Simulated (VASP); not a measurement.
Input for VASP

**POSCAR**
```
SiS2
1.0
 -2.9425330000   5.0263370000   2.8398300000
  2.9425330000  -5.0263370000   2.8398300000
  2.9425330000   5.0263370000  -2.8398300000
Si S
2 4
Direct
  0.7500000000   0.7500000000   0.0000000000
  0.2500000000   0.2500000000   0.0000000000
  0.8847500000   0.7985600000   0.6833100000
  0.1152500000   0.2014400000   0.3166900000
  0.6152500000   0.2985600000   0.9138100000
  0.3847500000   0.7014400000   0.0861900000
```

**INCAR**
```
SYSTEM = SiS2
PREC = Accurate
ENCUT = 180
EDIFF = 1E-6
NELM = 100
ALGO = Normal
LREAL = .FALSE.
LASPH = .TRUE.
ISMEAR = -1
SIGMA = 0.01
GGA = PE
LWAVE = .FALSE.
LCHARG = .FALSE.
ISIF = 3
IBRION = 2
NSW = 50
EDIFFG = -0.01
```

### KPOINTS
```
Automatic mesh
0
Gamma
6 6 6
0 0 0
```

POTCAR, in this order: Si S (PBE.64 set). Program: vasp_std.

Translate this PBE calculation to Ansatz.

One equivalent input (not run):
Ansatz 0.2 input:
```yaml
crystal:
  lattice:
    - [-2.9425330, 5.0263370, 2.8398300]
    - [2.9425330, -5.0263370, 2.8398300]
    - [2.9425330, 5.0263370, -2.8398300]
  atoms:
    - { symbol: Si, position: [0.7500000, 0.7500000, 0.0000000] }
    - { symbol: Si, position: [0.2500000, 0.2500000, 0.0000000] }
    - { symbol: S, position: [0.8847500, 0.7985600, 0.6833100] }
    - { symbol: S, position: [0.1152500, 0.2014400, 0.3166900] }
    - { symbol: S, position: [0.6152500, 0.2985600, 0.9138100] }
    - { symbol: S, position: [0.3847500, 0.7014400, 0.0861900] }
kpoints:
  mp_grid: { grid: [6, 6, 6] }
hamiltonian:
  xc: pbe
  pseudopotentials: { kind: paw }
scf:
  occupations: { method: fermi_dirac, width: 0.01 }
  max_iter: 100
relax:
  max_steps: 50
  f_tol: 0.01
  cell: {}
output: { forces: true, stress: true, eigenvalues: true }
```
Limits of the translation: each code has its own PAW files, so the cut-off isn't converted (ENCUT is set for VASP's; basis.ecutwfc is left out, and Ansatz then takes the one that its files recommend); Ansatz stops its SCF on the density residual and VASP on the energy change (EDIFF).

The structure comes from a computed database's SiS2 entry; how it stands against other phases isn't given here. This run relaxes it. Symmetry was kept, so distortions that lower it aren't found. The run is one of a series of settings (EDIFFG = -0.01, ENCUT = 180, IBRION = 2, ISIF = 3, NSW = 50, KPOINTS 6×6×6 Γ-centred mesh against the base run), some of them coarse on purpose.
